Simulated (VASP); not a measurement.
VASP ran on this input.

**KPOINTS**
```
Automatic mesh
0
Gamma
8 8 8
0 0 0
```

INCAR:
```
LCHARG  =  .FALSE.
ALGO  =  Normal
ISIF  =  3
LASPH  =  .TRUE.
EDIFF  =  1E-6   ! SCF stop (eV)
SYSTEM  =  GaAs
IBRION  =  2   ! conjugate gradients
LREAL  =  .FALSE.   ! projection in real space or not
NSW  =  60   ! most ionic steps
PREC  =  Accurate
GGA  =  PS   ! PBEsol
ISMEAR  =  0   ! Gaussian
NELM  =  100
ENCUT  =  400   ! plane-wave cut-off (eV)
LWAVE  =  .FALSE.
EDIFFG  =  -0.01
SIGMA  =  0.05   ! width (eV)
LMAXMIX  =  4
```

POSCAR:
```
GaAs
1
    0.0000000000     2.6028000000     2.6028000000
    2.6028000000     0.0000000000     2.6028000000
    2.6028000000     2.6028000000     0.0000000000
Ga As
1 1
Direct
  0.0000000000   0.0000000000   0.0000000000
  0.5000000000   0.5000000000   0.5000000000
```

POTCAR, in this order: Ga_d As (PBE.64 set). Program: vasp_std.

Translate this PBEsol calculation to Quantum ESPRESSO's pw.x.

One equivalent input (not run):
```
&CONTROL
  calculation = 'vc-relax'
  pseudo_dir = './pseudo'
  outdir = './out'
  tprnfor = .true.
  tstress = .true.
  nstep = 60
  forc_conv_thr = 0.00039
/
&SYSTEM
  ibrav = 0
  nat = 2
  ntyp = 2
  ecutwfc = 84
  occupations = 'smearing'
  smearing = 'gaussian'
  degauss = 0.003675
  input_dft = 'pbesol'
/
&ELECTRONS
  conv_thr = 7.3e-08
  electron_maxstep = 100
/
&IONS
/
&CELL
/
ATOMIC_SPECIES
  Ga 69.723 Ga.upf
  As 74.922 As.upf
CELL_PARAMETERS angstrom
     0.0000000    2.6028000    2.6028000
     2.6028000    0.0000000    2.6028000
     2.6028000    2.6028000    0.0000000
ATOMIC_POSITIONS crystal
  Ga   0.0000000  0.0000000  0.0000000
  As   0.5000000  0.5000000  0.5000000
K_POINTS automatic
  8 8 8 0 0 0
```
Limits of the translation: the potentials are each code's own (VASP's PAW set, PseudoDojo norm-conserving files in pw.x), so ENCUT and ecutwfc are chosen apart and not converted; conv_thr bounds pw.x's estimated SCF error, while EDIFF bounds the energy change between steps; forc_conv_thr acts on force components and is met together with etot_conv_thr.

The structure was generated: GaAs was put into the rock salt type (Fm-3m), which need not be its known phase. This run relaxes it. Symmetry was kept, so distortions that lower it aren't found.
